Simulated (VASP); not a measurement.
VASP runs on ZnSe (space group F-43m) share one base input (PBE GGA, plane waves, VASP's PBE PAW potentials (set 64)) and change the settings named in each case.

INCAR:
```
! general
SYSTEM  = ZnSe
PREC    = Accurate
ENCUT   = 300   ! plane-wave cut-off (eV)
LREAL   = F   ! projection in real space or not
LASPH   = T   ! aspherical one-centre terms

! electronic loop
EDIFF   = 1E-6   ! SCF stop (eV)
NELM    = 100
ALGO    = Normal   ! blocked Davidson
LMAXMIX = 4   ! l cut-off of mixed one-centre charges

! smearing
ISMEAR  = -1   ! Fermi-Dirac
SIGMA   = 0.01

! functional
GGA     = PE   ! PBE

! ions
ISIF    = 2   ! forces and stress, cell fixed

! output
LWAVE   = F
LCHARG  = F
```

KPOINTS:
```
Automatic mesh
0
gamma
 10 10 10
```

### POSCAR
```
ZnSe
1
    0.0000000000     2.8350000000     2.8350000000
    2.8350000000     0.0000000000     2.8350000000
    2.8350000000     2.8350000000     0.0000000000
Zn Se
1 1
Direct
  0.0000000000   0.0000000000   0.0000000000
  0.2500000000   0.2500000000   0.2500000000
```

POTCAR, in this order: Zn Se (PBE.64 set). Program: vasp_std.

| change | E(σ→0) (eV/atom) | pressure (GPa) | gap on the mesh (eV) |
|---|---|---|---|
| base run | -3.0104 | 2.18 | 1.28 |
| GGA removed, POTCAR Zn Se (LDA.64 set) | -3.6746 | -3.21 | 1.06 |
| GGA_COMPAT = .FALSE., LNONCOLLINEAR = .TRUE., LSORBIT = .TRUE., MAGMOM = 0.0 0.0 0.0 0.0 0.0 0.0, program vasp_ncl | -3.0216 | (withheld) | (withheld) |
| KPOINTS 1×1×1 Γ-centred mesh | 3.7521 | 48.61 | - |
| LDAU = .TRUE., LDAUJ = 0 0, LDAUL = 2 -1, LDAUTYPE = 2, LDAUU = 8.0 0 | -2.7319 | (withheld) | (withheld) |

### Question
What belongs in the gaps?

### Answer

- GGA_COMPAT = .FALSE., LNONCOLLINEAR = .TRUE., LSORBIT = .TRUE., MAGMOM = 0.0 0.0 0.0 0.0 0.0 0.0, program vasp_ncl, pressure (GPa): 2.19
- GGA_COMPAT = .FALSE., LNONCOLLINEAR = .TRUE., LSORBIT = .TRUE., MAGMOM = 0.0 0.0 0.0 0.0 0.0 0.0, program vasp_ncl, gap on the mesh (eV): 1.16
- LDAU = .TRUE., LDAUJ = 0 0, LDAUL = 2 -1, LDAUTYPE = 2, LDAUU = 8.0 0, pressure (GPa): -0.30
- LDAU = .TRUE., LDAUJ = 0 0, LDAUL = 2 -1, LDAUTYPE = 2, LDAUU = 8.0 0, gap on the mesh (eV): 1.70

Energies of different potentials or functionals have different zeros.  At 300 eV the pressure can carry a Pulay error.

Left out are runs that ran out of time, are held back, or changed the cell or the kind of run, fixed moments of cells without a moment, rows past the twelfth, gaps on odd meshes, pressures of charged cells and columns that move by less than the noise.

The structure is a typed ZnSe crystal (F-43m). The cell was not relaxed at this level.
